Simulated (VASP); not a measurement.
Take CaS (rock salt), with a static lattice, in VASP with PAW potentials, and its bulk modulus.

### Question
One run gives 58.7 GPa. Which level is it?
A) AM05
B) PBE-D3(BJ)
C) optB86b-vdW
D) optB88-vdW

### Answer
A, AM05.  The others give 61.1 (optB88-vdW), 61.2 (optB86b-vdW), 61.8 (PBE-D3(BJ)).

Only levels that ran to the end are used. Left out are those held back, those with too coarse a band path, GW runs whose mesh misses a band edge, hybrids' fits of cells that aren't cubic and levels without matching references; a question may draw on a part of the rest.

The compound is CaS in the rock salt structure.
